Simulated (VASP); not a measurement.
Write the native input for VASP 6.6.1 that does the following.

```
Task                   : relaxation of cell and atoms
Functional             : PBE
Potentials or basis    : VASP PAW PBE potentials, release 64 (Ga_d, N)
Cutoff                 : 520 eV
k mesh                 : 9 × 9 × 4
Occupations            : gaussian, width 0.02 eV
Spin                   : no spin polarisation
Further INCAR settings : ALGO = Fast; EDIFF = 1e-07; IBRION = 2; EDIFFG = -0.002; NSW = 80; ISIF = 3
```

The structure of GaN lies in POSCAR:

```
GaN
1.0
    3.1800000000      0.0000000000      0.0000000000
   -1.5900000000      2.7539607800      0.0000000000
    0.0000000000      0.0000000000      5.1660000000
Ga N
2 2
Direct
    0.3333333300      0.6666666700      0.0000000000
    0.6666666700      0.3333333300      0.5000000000
    0.3333333300      0.6666666700      0.3750000000
    0.6666666700      0.3333333300      0.8750000000
```

These files were run (other wordings do the same):

INCAR

```
SYSTEM = GaN
PREC = Accurate
ENCUT = 520
EDIFF = 1E-7
ISMEAR = 0
SIGMA = 0.02
LREAL = .FALSE.
LASPH = .TRUE.
NELM = 80
ALGO = Fast
ISIF = 3
LWAVE = .FALSE.
LCHARG = .FALSE.
GGA = PE
IBRION = 2
NSW = 80
EDIFFG = -0.002
```

KPOINTS

```
regular mesh
0
G
  9 9 4
  0 0 0
```

Potentials or basis: VASP PAW PBE potentials, release 64 (Ga_d, N).

Launch:

```bash
$ cat potpaw_PBE.64/Ga_d/POTCAR potpaw_PBE.64/N/POTCAR > POTCAR
$ mpirun -np 1 vasp_std > vasp.out
```

Results of the run:

```
Relaxed volume                         : 11.76 Å³/atom
Relaxed cell                           : a = 3.219 Å, b = 3.219 Å, c = 5.244 Å, α = 90.00°, β = 90.00°, γ = 120.00°
Space group after relaxing (to 0.05 Å) : P6_3mc (No. 186)
Energy gained by relaxing              : 10.4 meV/atom
Ionic steps                            : 11
Pressure after relaxing                : 0.0 GPa
Band gap on the k mesh                 : 1.71 eV, direct
```

Run time: 2.1 min on 1 thread of Intel(R) Xeon(R) Platinum 8488C (Sapphire Rapids), on a shared host, peak memory 0.18 GiB.
